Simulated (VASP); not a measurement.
Here is the system:

```xyz
4
Lattice="4.4923 0.0000 0.0000 0.0000 4.4923 0.0000 0.0000 0.0000 6.2972" Properties=species:S:1:pos:R:3 pbc="T T T"
Al     0.0000     0.0000     0.0000
In     2.2462     2.2462     3.1486
Sb     0.0000     2.2462     1.4696
Sb     2.2462     0.0000     4.8276
```

The numbers are results of PBEsol GGA, VASP's PBE PAW potentials (set 64) (plane waves; VASP), not measurements. Settings: 530 eV cut-off, 5×5×3 Γ-centred mesh, Gaussian smearing of 0.050 eV, potentials Al In_d Sb.

**Question.** Give the elastic stiffness tensor with the ions relaxed (GPa, in the frame of the cell).

**Answer.** 
```json
[
 {"": "xx", "xx": "87.2", "yy": "22.9", "zz": "37.6", "yz": "0.0", "xz": "0.0", "xy": "0.0"},
 {"": "yy", "xx": "22.9", "yy": "87.2", "zz": "37.6", "yz": "0.0", "xz": "0.0", "xy": "0.0"},
 {"": "zz", "xx": "37.6", "yy": "37.6", "zz": "68.5", "yz": "0.0", "xz": "0.0", "xy": "0.0"},
 {"": "yz", "xx": "0.0", "yy": "0.0", "zz": "0.0", "yz": "31.6", "xz": "0.0", "xy": "0.0"},
 {"": "xz", "xx": "0.0", "yy": "0.0", "zz": "0.0", "yz": "0.0", "xz": "31.6", "xy": "0.0"},
 {"": "xy", "xx": "0.0", "yy": "0.0", "zz": "0.0", "yz": "0.0", "xz": "0.0", "xy": "17.0"}
]
```

**Question.** Predict the Hill bulk modulus, Hill shear modulus, Young's modulus, Poisson's ratio.

**Answer.** 
The Hill bulk modulus is 487 kbar and the Hill shear modulus is 24.4 GPa. The Young's modulus comes out as 62.8 GPa and the Poisson's ratio is 0.285.

The structure comes from a computed database's AlInSb2 entry (P-4m2); how it stands against other phases isn't given here. It was relaxed first.
